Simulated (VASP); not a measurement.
Level of theory: LDA (Ceperley-Alder, Perdew-Zunger), VASP's LDA PAW potentials (set 64) (plane waves; VASP 6.6.1).

VASP input:

File POSCAR:
```
K
1
   -2.7245360000     2.7245360000     2.7245360000
    2.7245360000    -2.7245360000     2.7245360000
    2.7245360000     2.7245360000    -2.7245360000
K
1
Direct
  0.0000000000   0.0000000000   0.0000000000
```

### INCAR
```
SYSTEM  =  K
PREC  =  Accurate; ENCUT  =  300; LREAL  =  .FALSE.
LASPH  =  .TRUE.
EDIFF  =  1E-6; NELM  =  100; ALGO  =  Normal
ISMEAR  =  0; SIGMA  =  0.1
ISIF  =  2
LWAVE  =  .FALSE.; LCHARG  =  .FALSE.
```

### KPOINTS
```
Automatic mesh
0
G
 7 7 7
0 0 0
```

POTCAR, in this order: K_sv (LDA.64 set). Program: vasp_std.

Problem. What does the run give for the energy per atom (σ→0), band gap (on the k-mesh)?

Solution. 
The energy per atom (σ→0) is -1.123 eV/atom and the band gap (on the k-mesh) comes out as none (metal, semimetal or under 0.01 eV).

File OSZICAR:
```
...
DAV:   4    -0.112598352432E+01   -0.12972E-01   -0.12971E-01   488   0.206E+00
DAV:   5    -0.112601986189E+01   -0.36338E-04   -0.36338E-04   544   0.108E-01    0.205E+00
DAV:   6    -0.112554993494E+01    0.46993E-03   -0.11683E-03   544   0.238E-01    0.126E+00
DAV:   7    -0.112546959402E+01    0.80341E-04   -0.26613E-03   496   0.357E-01    0.511E-02
DAV:   8    -0.112551597781E+01   -0.46384E-04   -0.11036E-04   496   0.147E-01    0.162E-02
DAV:   9    -0.112552175884E+01   -0.57810E-05   -0.13909E-05   496   0.263E-02    0.348E-03
DAV:  10    -0.112552219503E+01   -0.43620E-06   -0.12747E-06   496   0.806E-03
   1 F= -.11255222E+01 E0= -.11232369E+01  d E =-.457064E-02
```

The structure comes from a computed database's K entry; how it stands against other phases isn't given here. The cell was not relaxed at this level.
